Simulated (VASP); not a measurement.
An input for Ansatz (written as the equivalent of a VASP run, and not itself run):

Ansatz 0.2 input:
```yaml
crystal:
  lattice:
    - [0.0000000, 2.8137192, 2.8137192]
    - [2.8137192, 0.0000000, 2.8137192]
    - [2.8137192, 2.8137192, 0.0000000]
  atoms:
    - { symbol: Sr, position: [0.0000000, 1.0000000, 1.0000000] }
    - { symbol: O, position: [0.2500000, 0.2500000, 0.2500000] }
kpoints:
  mp_grid: { grid: [9, 9, 9] }
hamiltonian:
  xc: pbe
  pseudopotentials: { kind: paw }
scf:
  occupations: { method: tetrahedron }
  max_iter: 100
output: { forces: true, stress: true, eigenvalues: true }
```

Problem. Write the VASP files for the same calculation (PBE).

Solution. Several could match; the one computed here: 
KPOINTS:
```
Automatic mesh
0
Gamma
9 9 9
0 0 0
```

INCAR:
```
# general
SYSTEM   =  SrO
PREC     =  Accurate
ENCUT    =  520   # plane-wave cut-off (eV)
LREAL    =  .False.   # projection in real space or not
LASPH    =  .True.   # aspherical one-centre terms

# electronic loop
EDIFF    =  1E-7
NELM     =  100
ALGO     =  Normal   # blocked Davidson
LMAXMIX  =  4   # l cut-off of mixed one-centre charges

# smearing
ISMEAR   =  -5

# functional
GGA      =  PE   # PBE

# ions
ISIF     =  2   # forces and stress, cell fixed

# output
LWAVE    =  .False.
LCHARG   =  .True.
LORBIT   =  11   # lm-projected
NEDOS    =  601   # DOS grid
```

### POSCAR
```
SrO
1
    0.0000000000     2.8137192120     2.8137192120
    2.8137192120    -0.0000000000     2.8137192120
    2.8137192120     2.8137192120    -0.0000000000
Sr O
1 1
Direct
  0.0000000000   1.0000000000   1.0000000000
  0.2500000000   0.2500000000   0.2500000000
```

POTCAR, in this order: Sr_sv O (PBE.64 set). Program: vasp_std.

Limits of the translation: each code has its own PAW files, so the cut-off isn't converted (ENCUT is set for VASP's; basis.ecutwfc is left out, and Ansatz then takes the one that its files recommend); Ansatz stops its SCF on the density residual and VASP on the energy change (EDIFF).

The structure was generated: SrO was put into the zinc blende type (F-43m), which need not be its known phase. It was relaxed first, which changed the volume by -19 %.
